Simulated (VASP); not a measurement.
Energy against volume of KI (rock salt). These are rev-vdW-DF2, VASP's PBE PAW potentials (set 64) (plane waves; VASP) values and carry that method's errors. Run with 520 eV cut-off, 7×7×7 Γ-centred mesh, Gaussian smearing of 0.050 eV, potentials K_sv I.

```
V (Å³/atom)  E (eV/atom)
-----------  -----------
40.888          -0.95232
42.193          -0.95778
43.498          -0.95949
44.803          -0.95805
```

**Question.** Fit these four points and predict the energy of the run at 46.107 Å³/atom.

**Answer.** A cubic in V^(−2/3), the third-order Birch-Murnaghan form, passes through the four points with V0 = 43.52 Å³/atom and B0 = 13 GPa, and gives -0.9540 eV/atom there. The run gave -0.9540 eV/atom, -0.0 meV/atom from the fit; all five points give B0 = 13 GPa.

The compound is KI in the rock salt structure. It was relaxed first.
